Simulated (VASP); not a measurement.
# A VASP study of MnCO3 (Rhodochrosite) (rev-vdW-DF2 + U): structure first, properties next, part 9 of 9

Wanted: the relaxed cell of MnCO3 (Rhodochrosite) and its properties. The start is a cell from a database of measured crystal structures.

VASP 6.6.1; rev-vdW-DF2, DFT+U (Mn d 5 eV), spin-polarised from a ferromagnetic start; plane waves and PAW (Mn_pv, C, O).

Still holding for the runs below: The magnetic state follows from one typed start and may not be the lowest.

So far, gap on the k-mesh (eV): step 2 (relaxing cell and atoms (rev-vdW-DF2 + U)) 3.65; step 6 (density of states (rev-vdW-DF2 + U)) 3.59. The relaxed cell has a = 4.822, c = 15.570 Å (conventional setting).

### 9. Electric field gradients (rev-vdW-DF2 + U)

Field gradients probe how far the charge around each nucleus departs from cubic symmetry; LASPH keeps the non-spherical terms inside the spheres.

INCAR reads:

```
SYSTEM = MnCO3
PREC = Accurate
ENCUT = 520
EDIFF = 1E-07
NELM = 100
ISMEAR = 0
SIGMA = 0.05
LREAL = .FALSE.
ALGO = Normal
GGA = MK
AGGAC = 0
LUSE_VDW = .TRUE.
PARAM1 = 0.1234
PARAM2 = 0.711357
ZAB_VDW = -1.8867
LASPH = .TRUE.
NBANDS = 56
ISPIN = 2
MAGMOM = 4.673 4.673 0.021 0.021 0.028 0.028 0.028 0.028 0.028 0.028
LDAU = .TRUE.
LDAUTYPE = 2
LDAUL = 2 -1 -1
LDAUU = 5 0 0
LDAUJ = 0 0 0
LDAUPRINT = 1
LMAXMIX = 4
LORBIT = 11
LWAVE = .FALSE.
LCHARG = .FALSE.
KPAR = 8
LEFG = .TRUE.
```

POSCAR reads:

```
MnCO3
1.0
    2.4109894724      4.1759562626      0.0000000000
   -2.4109894724      4.1759562626      0.0000000000
    0.0000000000     -2.7839708417      5.1899937859
Mn C O
2 2 6
Direct
    0.0000000000      0.0000000000      0.0000000000
    0.5000000000      0.5000000000      0.5000000000
    0.2500000000      0.2500000000      0.7500000000
    0.7500000000      0.7500000000      0.2500000000
    0.5191346289      0.9808653711      0.7500000000
    0.2500000000      0.5191346289      0.7500000000
    0.9808653711      0.2500000000      0.7500000000
    0.4808653711      0.0191346289      0.2500000000
    0.7500000000      0.4808653711      0.2500000000
    0.0191346289      0.7500000000      0.2500000000
```

KPOINTS reads:

```
Automatic mesh
0
Gamma
5 5 5
0 0 0
```

PAW data sets: Mn_pv, C and O (PBE family, release 64).

Run with:

```sh
$ mpirun -np 8 vasp_std
```

The program printed:

```text
[... set-up lines as in an earlier step ...]
 entering main loop
       N       E                     dE             d eps       ncg     rms          rms(c)
[... 16 cycles as in an earlier step ...]
DAV:  17    -0.624342412594E+02    0.51053E-06   -0.14167E-07  3648   0.225E-03    0.968E-04
DAV:  18    -0.624342414695E+02   -0.21014E-06   -0.27054E-08  3168   0.903E-04    0.409E-04
DAV:  19    -0.624342415131E+02   -0.43621E-07   -0.46391E-09  2976   0.388E-04
ion   1
     0.0000000     0.0000000     0.0000000     0.6877788    -0.0000000     0.0000000
     0.0000442     0.0000000     0.0000000     0.6877788    -0.0000000     0.0000000
     0.0000608     0.0000000     0.0000000     0.6877787    -0.0000000     0.0000000
     0.0000838     0.0000000     0.0000000     0.6877787    -0.0000000     0.0000000
     0.0001154     0.0000000     0.0000000     0.6877787    -0.0000000     0.0000000

     0.0000000     0.0000000     0.0000001     7.6743751    -0.0000000     0.0000003
     0.0000442     0.0000000     0.0000001     7.6742793    -0.0000000     0.0000003
     0.0000608     0.0000000     0.0000001     7.6742217    -0.0000000     0.0000003
     0.0000838     0.0000000     0.0000001     7.6741260    -0.0000000     0.0000003
     0.0001154     0.0000000     0.0000001     7.6739679    -0.0000000     0.0000003

ion   2
     0.0000000    -0.0000000     0.0000000     0.6877788     0.0000000     0.0000000
     0.0000442    -0.0000000     0.0000000     0.6877788     0.0000000     0.0000000
     0.0000608    -0.0000000     0.0000000     0.6877787     0.0000000     0.0000000
     0.0000838    -0.0000000     0.0000000     0.6877787     0.0000000     0.0000000
     0.0001154    -0.0000000     0.0000000     0.6877787     0.0000000     0.0000000

     0.0000000    -0.0000000     0.0000001     7.6743751     0.0000000     0.0000003
     0.0000442    -0.0000000     0.0000001     7.6742793     0.0000000     0.0000003
     0.0000608    -0.0000000     0.0000001     7.6742217     0.0000000     0.0000003
     0.0000838    -0.0000000     0.0000001     7.6741260     0.0000000     0.0000003
     0.0001154    -0.0000000     0.0000001     7.6739679     0.0000000     0.0000003

ion   3
     0.0000000    -0.0000000     0.0000000   -21.1764144    -0.0000000     0.0000000
     0.0000266    -0.0000000     0.0000000   -21.1764143    -0.0000000     0.0000000
     0.0000367    -0.0000000     0.0000000   -21.1764143    -0.0000000     0.0000000
     0.0000505    -0.0000000     0.0000000   -21.1764142    -0.0000000     0.0000000
     0.0000695    -0.0000000     0.0000000   -21.1764139    -0.0000000     0.0000000

     0.0000000    -0.0000000     0.0000000   -30.8852929    -0.0000000     0.0000000
     0.0000266    -0.0000000     0.0000000   -30.8852908    -0.0000000     0.0000000
     0.0000367    -0.0000000     0.0000000   -30.8852894    -0.0000000     0.0000000
     0.0000505    -0.0000000     0.0000000   -30.8852869    -0.0000000     0.0000000
     0.0000695    -0.0000000     0.0000000   -30.8852826    -0.0000000     0.0000000

ion   4
     0.0000000    -0.0000000     0.0000000   -21.1764144    -0.0000000     0.0000000
     0.0000266    -0.0000000     0.0000000   -21.1764143    -0.0000000     0.0000000
     0.0000367    -0.0000000     0.0000000   -21.1764143    -0.0000000     0.0000000
     0.0000505    -0.0000000     0.0000000   -21.1764142    -0.0000000     0.0000000
     0.0000695    -0.0000000     0.0000000   -21.1764139    -0.0000000     0.0000000

     0.0000000    -0.0000000     0.0000000   -30.8852929    -0.0000000     0.0000000
     0.0000266    -0.0000000     0.0000000   -30.8852908    -0.0000000     0.0000000
     0.0000367    -0.0000000     0.0000000   -30.8852894    -0.0000000     0.0000000
     0.0000505    -0.0000000     0.0000000   -30.8852869    -0.0000000     0.0000000
     0.0000695    -0.0000000     0.0000000   -30.8852826    -0.0000000     0.0000000

ion   5
     0.0000000    -0.0000000    -5.2352005    -2.6577281    -0.0000000   -29.3521271
     0.0000293    -0.0000000    -5.2352005    -2.6577281    -0.0000000   -29.3521268
     0.0000403    -0.0000000    -5.2352005    -2.6577281    -0.0000000   -29.3521266
     0.0000555    -0.0000000    -5.2352004    -2.6577281    -0.0000000   -29.3521262
     0.0000765    -0.0000000    -5.2352002    -2.6577281    -0.0000000   -29.3521254

     0.0000000    -0.0000000   -17.2580461    -0.1706549    -0.0000000   -98.7175812
     0.0000293    -0.0000000   -17.2580415    -0.1706559    -0.0000000   -98.7175549
     0.0000403    -0.0000000   -17.2580384    -0.1706565    -0.0000000   -98.7175373
     0.0000555    -0.0000000   -17.2580332    -0.1706576    -0.0000000   -98.7175073
     0.0000765    -0.0000000   -17.2580245    -0.1706595    -0.0000000   -98.7174568

ion   6
     0.0000000    25.4196877     2.6176003    -2.6577281     4.5338167    14.6760636
     0.0000293    25.4196875     2.6176002    -2.6577281     4.5338166    14.6760634
     0.0000403    25.4196873     2.6176002    -2.6577281     4.5338166    14.6760633
     0.0000555    25.4196869     2.6176002    -2.6577281     4.5338165    14.6760631
     0.0000765    25.4196862     2.6176001    -2.6577281     4.5338164    14.6760627

     0.0000000    85.4919332     8.6290230    -0.1706549    14.9459063    49.3587907
     0.0000293    85.4919104     8.6290208    -0.1706559    14.9459023    49.3587775
     0.0000403    85.4918951     8.6290192    -0.1706565    14.9458997    49.3587687
     0.0000555    85.4918691     8.6290166    -0.1706576    14.9458952    49.3587537
     0.0000765    85.4918254     8.6290122    -0.1706595    14.9458876    49.3587285

ion   7
     0.0000000   -25.4196877     2.6176003    -2.6577281    -4.5338167    14.6760636
     0.0000293   -25.4196875     2.6176002    -2.6577281    -4.5338166    14.6760634
     0.0000403   -25.4196873     2.6176002    -2.6577281    -4.5338166    14.6760633
     0.0000555   -25.4196869     2.6176002    -2.6577281    -4.5338165    14.6760631
     0.0000765   -25.4196862     2.6176001    -2.6577281    -4.5338164    14.6760627

     0.0000000   -85.4919332     8.6290230    -0.1706549   -14.9459063    49.3587907
     0.0000293   -85.4919104     8.6290208    -0.1706559   -14.9459023    49.3587775
     0.0000403   -85.4918951     8.6290192    -0.1706565   -14.9458997    49.3587687
     0.0000555   -85.4918691     8.6290166    -0.1706576   -14.9458952    49.3587537
     0.0000765   -85.4918254     8.6290122    -0.1706595   -14.9458876    49.3587285

ion   8
     0.0000000    -0.0000000    -5.2352005    -2.6577281    -0.0000000   -29.3521271
     0.0000293    -0.0000000    -5.2352005    -2.6577281    -0.0000000   -29.3521268
     0.0000403    -0.0000000    -5.2352005    -2.6577281    -0.0000000   -29.3521266
     0.0000555    -0.0000000    -5.2352004    -2.6577281    -0.0000000   -29.3521262
     0.0000765    -0.0000000    -5.2352002    -2.6577281    -0.0000000   -29.3521254

     0.0000000    -0.0000000   -17.2580461    -0.1706549    -0.0000000   -98.7175812
     0.0000293    -0.0000000   -17.2580415    -0.1706559    -0.0000000   -98.7175549
     0.0000403    -0.0000000   -17.2580384    -0.1706565    -0.0000000   -98.7175373
     0.0000555    -0.0000000   -17.2580332    -0.1706576    -0.0000000   -98.7175073
     0.0000765    -0.0000000   -17.2580245    -0.1706595    -0.0000000   -98.7174568

ion   9
     0.0000000    25.4196877     2.6176003    -2.6577281     4.5338167    14.6760636
     0.0000293    25.4196875     2.6176002    -2.6577281     4.5338166    14.6760634
     0.0000403    25.4196873     2.6176002    -2.6577281     4.5338166    14.6760633
     0.0000555    25.4196869     2.6176002    -2.6577281     4.5338165    14.6760631
     0.0000765    25.4196862     2.6176001    -2.6577281     4.5338164    14.6760627

     0.0000000    85.4919332     8.6290230    -0.1706549    14.9459063    49.3587907
     0.0000293    85.4919104     8.6290208    -0.1706559    14.9459023    49.3587775
     0.0000403    85.4918951     8.6290192    -0.1706565    14.9458997    49.3587687
     0.0000555    85.4918691     8.6290166    -0.1706576    14.9458952    49.3587537
     0.0000765    85.4918254     8.6290122    -0.1706595    14.9458876    49.3587285

ion  10
     0.0000000   -25.4196877     2.6176003    -2.6577281    -4.5338167    14.6760636
     0.0000293   -25.4196875     2.6176002    -2.6577281    -4.5338166    14.6760634
     0.0000403   -25.4196873     2.6176002    -2.6577281    -4.5338166    14.6760633
     0.0000555   -25.4196869     2.6176002    -2.6577281    -4.5338165    14.6760631
     0.0000765   -25.4196862     2.6176001    -2.6577281    -4.5338164    14.6760627

     0.0000000   -85.4919332     8.6290230    -0.1706549   -14.9459063    49.3587907
     0.0000293   -85.4919104     8.6290208    -0.1706559   -14.9459023    49.3587775
     0.0000403   -85.4918951     8.6290192    -0.1706565   -14.9458997    49.3587687
     0.0000555   -85.4918691     8.6290166    -0.1706576   -14.9458952    49.3587537
     0.0000765   -85.4918254     8.6290122    -0.1706595   -14.9458876    49.3587285

   1 F= -.62434242E+02 E0= -.62434242E+02  d E =-.233875E-28  mag=    10.0000
```

It took 2.2 min on 8 MPI ranks of Intel Xeon 6975P-C (Granite Rapids), shared host; peak memory 5.7 GiB.

OUTCAR, selected parts (step 9):

```text
   NELECT =      70.0000    total number of electrons

atom =   1  type =  1  l = 2

 onsite density matrix

spin component  1

spin component  2

 occupancies and eigenvectors

  o =  0.0088  v =  0.0000  0.0000  0.0000  0.0000  0.0000  0.7915 -0.5245  0.0000 -0.2152  0.2283      0.0000  0.0000  0.0000  0.0000  0.0000  0.0000  0.0000  0.0000  0.0000  0.0000
  o =  0.0088  v =  0.0000  0.0000  0.0000  0.0000  0.0000  0.2283  0.2152 -0.0000 -0.5245 -0.7915      0.0000  0.0000  0.0000  0.0000  0.0000  0.0000  0.0000  0.0000  0.0000  0.0000
  o =  0.0128  v =  0.0000  0.0000  0.0000  0.0000  0.0000 -0.0000  0.0000  1.0000 -0.0000 -0.0000      0.0000  0.0000  0.0000  0.0000  0.0000  0.0000  0.0000  0.0000  0.0000  0.0000
  o =  0.0614  v =  0.0000  0.0000  0.0000  0.0000  0.0000 -0.4042 -0.8191  0.0000  0.0878 -0.3975      0.0000  0.0000  0.0000  0.0000  0.0000  0.0000  0.0000  0.0000  0.0000  0.0000
  o =  0.0614  v =  0.0000  0.0000  0.0000  0.0000  0.0000  0.3975  0.0878  0.0000  0.8191 -0.4042      0.0000  0.0000  0.0000  0.0000  0.0000  0.0000  0.0000  0.0000  0.0000  0.0000
  o =  0.9443  v =  0.8194 -0.5048  0.0000 -0.2160  0.1648  0.0000  0.0000  0.0000  0.0000  0.0000      0.0000  0.0000  0.0000  0.0000  0.0000  0.0000  0.0000  0.0000  0.0000  0.0000
  o =  0.9443  v =  0.1648  0.2160 -0.0000 -0.5048 -0.8194  0.0000  0.0000  0.0000  0.0000  0.0000      0.0000  0.0000  0.0000  0.0000  0.0000  0.0000  0.0000  0.0000  0.0000  0.0000
  o =  0.9457  v = -0.0000  0.0000  1.0000 -0.0000 -0.0000  0.0000  0.0000  0.0000  0.0000  0.0000      0.0000  0.0000  0.0000  0.0000  0.0000  0.0000  0.0000  0.0000  0.0000  0.0000
  o =  0.9801  v = -0.4156 -0.8308  0.0000  0.0913 -0.3588  0.0000  0.0000  0.0000  0.0000  0.0000      0.0000  0.0000  0.0000  0.0000  0.0000  0.0000  0.0000  0.0000  0.0000  0.0000
  o =  0.9801  v =  0.3588  0.0913  0.0000  0.8308 -0.4156  0.0000  0.0000  0.0000  0.0000  0.0000      0.0000  0.0000  0.0000  0.0000  0.0000  0.0000  0.0000  0.0000  0.0000  0.0000

atom =   2  type =  1  l = 2

 onsite density matrix

spin component  1

spin component  2

 occupancies and eigenvectors

  o =  0.0088  v =  0.0000  0.0000  0.0000  0.0000  0.0000  0.7912  0.5247 -0.0000 -0.2146 -0.2293      0.0000  0.0000  0.0000  0.0000  0.0000  0.0000  0.0000  0.0000  0.0000  0.0000
  o =  0.0088  v =  0.0000  0.0000  0.0000  0.0000  0.0000  0.2293 -0.2146  0.0000 -0.5247  0.7912      0.0000  0.0000  0.0000  0.0000  0.0000  0.0000  0.0000  0.0000  0.0000  0.0000
  o =  0.0128  v =  0.0000  0.0000  0.0000  0.0000  0.0000  0.0000  0.0000  1.0000  0.0000 -0.0000      0.0000  0.0000  0.0000  0.0000  0.0000  0.0000  0.0000  0.0000  0.0000  0.0000
  o =  0.0614  v =  0.0000  0.0000  0.0000  0.0000  0.0000 -0.4042  0.8191 -0.0000  0.0878  0.3975      0.0000  0.0000  0.0000  0.0000  0.0000  0.0000  0.0000  0.0000  0.0000  0.0000
  o =  0.0614  v =  0.0000  0.0000  0.0000  0.0000  0.0000  0.3975 -0.0878 -0.0000  0.8191  0.4042      0.0000  0.0000  0.0000  0.0000  0.0000  0.0000  0.0000  0.0000  0.0000  0.0000
  o =  0.9443  v =  0.8194  0.5048 -0.0000 -0.2160 -0.1648  0.0000  0.0000  0.0000  0.0000  0.0000      0.0000  0.0000  0.0000  0.0000  0.0000  0.0000  0.0000  0.0000  0.0000  0.0000
  o =  0.9443  v = -0.1648  0.2160 -0.0000  0.5048 -0.8194  0.0000  0.0000  0.0000  0.0000  0.0000      0.0000  0.0000  0.0000  0.0000  0.0000  0.0000  0.0000  0.0000  0.0000  0.0000
  o =  0.9457  v = -0.0000 -0.0000 -1.0000 -0.0000  0.0000  0.0000  0.0000  0.0000  0.0000  0.0000      0.0000  0.0000  0.0000  0.0000  0.0000  0.0000  0.0000  0.0000  0.0000  0.0000
  o =  0.9801  v = -0.4156  0.8308 -0.0000  0.0913  0.3588  0.0000  0.0000  0.0000  0.0000  0.0000      0.0000  0.0000  0.0000  0.0000  0.0000  0.0000  0.0000  0.0000  0.0000  0.0000
  o =  0.9801  v =  0.3588 -0.0913 -0.0000  0.8308  0.4156  0.0000  0.0000  0.0000  0.0000  0.0000      0.0000  0.0000  0.0000  0.0000  0.0000  0.0000  0.0000  0.0000  0.0000  0.0000

 E-fermi :   3.6252

 spin component 1
 k-point     1 :       0.0000    0.0000    0.0000
  band No.  band energies     occupation
    ...
     36       1.5150      1.00000
     37       1.5151      1.00000
     38       1.5151      1.00000
     39       2.9551      1.00000
     40       2.9551      1.00000
     41       7.0744      0.00000
     42       7.4779      0.00000
     43       7.6404      0.00000
     44      11.5860      0.00000
     45      13.1319      0.00000
    ...

 k-point     2 :       0.2000   -0.0000   -0.0000
  band No.  band energies     occupation
    ...
     36       1.5116      1.00000
     37       1.7725      1.00000
     38       1.9866      1.00000
     39       2.7898      1.00000
     40       2.9633      1.00000
     41       7.5440      0.00000
     42       7.6602      0.00000
     43       7.8942      0.00000
     44      12.0000      0.00000
     45      12.2701      0.00000
    ...

Total vdW correction in eV:     12.6161353

  Total        0.0304547      0.0304547      0.0219089      0.0000000      0.0000000      0.0000000
  in kB        0.4668923      0.4668923      0.3358798      0.0000000      0.0000000      0.0000000
  external PRESSURE =       0.4232215 kB  Pullay stress =       0.0000000 kB

 POSITION                                       TOTAL-FORCE (eV/Angst)
 -----------------------------------------------------------------------------------
      0.00000      0.00000      0.00000        -0.000000     -0.000000     -0.000000
      0.00000      2.78397      2.59500        -0.000000     -0.000000     -0.000000
      0.00000      0.00000      3.89250        -0.000000     -0.000000     -0.000000
      0.00000      5.56794      1.29750        -0.000000     -0.000000      0.000000
     -1.11323      4.17596      3.89250        -0.004316     -0.000000      0.000000
     -0.64888      1.12389      3.89250         0.002158     -0.003738     -0.000000
      1.76211      3.05206      3.89250         0.002158      0.003738      0.000000
      1.11323      1.39199      1.29750         0.004316     -0.000000     -0.000000
      0.64888      4.44405      1.29750        -0.002158      0.003738      0.000000
     -1.76211      2.51588      1.29750        -0.002158     -0.003738     -0.000000
 -----------------------------------------------------------------------------------
    total drift:                                0.000000      0.000000      0.000000

  FREE ENERGIE OF THE ION-ELECTRON SYSTEM (eV)
  ---------------------------------------------------
  free  energy   TOTEN  =       -62.4342415131 eV

  energy  without entropy=      -62.4342415131  energy(sigma->0) =      -62.43424151

Total vdW correction in eV:     12.6161300

 Electric field gradients after diagonalization (V/A^2)
 (convention: |V_zz| > |V_xx| > |V_yy|)
----------------------------------------------------------------------
 ion       V_xx      V_yy      V_zz     asymmetry (V_yy - V_xx)/ V_zz
----------------------------------------------------------------------
   1       4.958     4.947    -9.905       0.001
   2       4.958     4.947    -9.905       0.001
   3     -17.256   -17.249    34.506       0.000
   4     -17.256   -17.249    34.506       0.000
   5    -116.233    -2.852   119.085       0.952
   6    -116.236    -2.851   119.087       0.952
   7    -116.236    -2.851   119.087       0.952
   8    -116.233    -2.852   119.085       0.952
   9    -116.236    -2.851   119.087       0.952
  10    -116.236    -2.851   119.087       0.952
----------------------------------------------------------------------

[... 17 parts as in an earlier step ...]

[... 10 further parts left out ...]
```

This step gave:

| Item | Value |
| --- | --- |
| SCF cycles | 19 |
| bands | 56 |
| irreducible k-points | 19 |
| Fermi energy | 3.625 eV |
| pressure | 0.04232 GPa |
| valence top at k | 0.4, 0.4, 0 |
| conduction bottom at k | 0, 0, 0.2 |
| least direct gap on the k-mesh, within one spin | 4.058 eV |
| gap on the k-mesh | 3.648 eV |

Electric field gradients, by row:

```
atom  Vxx (V/Å²)  Vyy (V/Å²)  Vzz (V/Å²)  asymmetry
 Mn1       4.958       4.947      -9.905      0.001
 Mn2       4.958       4.947      -9.905      0.001
  C3      -17.26      -17.25       34.51          0
  C4      -17.26      -17.25       34.51          0
  O5      -116.2      -2.852       119.1      0.952
  O6      -116.2      -2.851       119.1      0.952
  O7      -116.2      -2.851       119.1      0.952
  O8      -116.2      -2.852       119.1      0.952
  O9      -116.2      -2.851       119.1      0.952
 O10      -116.2      -2.851       119.1      0.952
```

The largest gradient, 119.09 V/Å², sits on O6 and like sites; times the quadrupole moment of a nucleus that has one, it gives the coupling that NMR and NQR see.

### 10. What came out

* relaxed volume: 10.45 Å³/atom
* relaxed conventional cell a, b, c: 4.822, 4.822, 15.570 Å; angles 90.0, 90.0, 120.0°
* space group after relaxing, within 0.02 Å: R-3c (No. 167)
* moment of the cell (7×7×7 mesh): 10 μB
* largest site moment (7×7×7 mesh): 4.67 μB on Mn1
* band gap: 3.55 eV, indirect (least direct gap of that run 4.05 eV)
* gap among the points of the DOS mesh alone, an upper bound: 3.59 eV
* highest zone-centre mode: 1389 cm⁻¹
* strongest peak of ε2, mean over directions: 7.13 eV
* ε1 at zero frequency, no local fields, mean: 3.36
* largest field gradient Vzz: 119.09 V/Å² on O6

What this shows: With rev-vdW-DF2 + U, MnCO3 (Rhodochrosite) relaxes to 10.45 Å³/atom in space group R-3c, has an indirect gap of 3.55 eV and keeps moments of up to 4.67 μB (7×7×7 mesh). Against the listed cell the volume lies +1.6 % (a +1.0 %, c -0.5 %). Band structure (rev-vdW-DF2 + U), spin up: On this path the gap is indirect, 3.55 eV, with the valence top at F and the conduction bottom between Z and Γ. The least direct gap is 4.05 eV. Band structure (rev-vdW-DF2 + U), spin down: The path shows an indirect gap of 4.98 eV (valence top between Q and F, conduction bottom between Z and Γ). The least direct gap is 5.16 eV. Zone-centre phonons (rev-vdW-DF2 + U): The highest mode in this list at Γ, 1388.9 cm⁻¹, is mostly motion of C (75 % of the kinetic energy). Semilocal functionals usually underestimate gaps. Only the typed magnetic starts were tried, so the magnetic ground state may differ and with it the other results. Modes at Γ alone can't show that the crystal is stable at other wave vectors, and the LO-TO splitting is not included. No search among competing phases was made, and a listed structure need not be the one stable at ambient conditions. All values are for a static lattice at zero temperature.

[Lines on the potential files, build, host, timing and source positions are cut from VASP's logs without a mark.]

[Logs are printed without paths, hosts, clocks, repeated set-up lines and the standing remarks that a program may print on its own settings, such as how far it seeks lower states.]

[Hosts, paths, dates, database ids (printed as entryN), source tags and the programs' standing remarks are cut or masked in the printed files.]

[A measured line is paired with the nearest computed mode of its activity, which favours agreement.]
